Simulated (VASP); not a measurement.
The system is Zn.

```xyz
2
Lattice="2.6700 0.0000 0.0000 -1.3350 2.3123 0.0000 0.0000 0.0000 4.9660" Properties=species:S:1:pos:R:3 pbc="T T T"
Zn    0.0000    1.5415    1.2415
Zn    1.3350    0.7708    3.7245
```

```yaml
Program: VASP 6.6.1
Task: relaxation of cell and atoms
Functional: LDA
Potentials_or_basis: VASP PAW LDA potentials, release 64 (Zn)
Cutoff: 350 eV
k_mesh: 9 × 9 × 4
Occupations: gaussian, width 0.1 eV
Spin: no spin polarisation
```

At the start: pressure -9.1 GPa; volume 15.33 Å³/atom.

**Question.** Where does the relaxation end?

**Answer.** Over 21 steps the energy falls by 68.3 meV/atom and the volume is 13.44 Å³/atom (-12.3 %); space group P6_3/mmc (No. 194, to 0.05 Å).

Step by step:
```csv
step,energy change (eV),largest force (eV/Å),pressure (GPa),volume (Å³)
1,0.0000,0.0000,-9.06,30.66
2,-0.1174,0.0000,0.75,26.97
3,-0.1180,0.0000,-0.07,27.17
4,-0.1179,0.0000,-0.32,27.23
5,-0.1202,0.0000,-0.44,27.17
6,-0.1315,0.0000,-0.11,26.98
7,-0.1321,0.0000,0.99,26.58
8,-0.1324,0.0000,0.90,26.61
9,-0.1364,0.0000,0.33,26.80
10,-0.1364,0.0000,0.28,26.82
11,-0.1364,0.0000,0.30,26.81
12,-0.1363,0.0000,-0.46,27.00
13,-0.1365,0.0000,0.04,26.88
14,-0.1365,0.0000,0.01,26.88
15,-0.1365,0.0000,0.02,26.88
16,-0.1365,0.0000,-0.11,26.89
17,-0.1365,0.0000,0.02,26.89
18,-0.1365,0.0000,-0.02,26.89
19,-0.1365,0.0000,-0.03,26.89
20,-0.1365,0.0000,0.07,26.87
21,-0.1365,0.0000,0.01,26.88
```

Final structure:
```yaml
crystal:
  lattice:
    - [2.59371, 0.00000, 0.00000]
    - [-1.29685, 2.24622, 0.00000]
    - [0.00000, 0.00000, 4.61453]
  atoms:
    - { symbol: Zn, position: [0.33333, 0.66667, 0.25000] }
    - { symbol: Zn, position: [0.66667, 0.33333, 0.75000] }
```

Caveat: the volume moved by -12 % from the deposited cell, more than functionals usually miss.
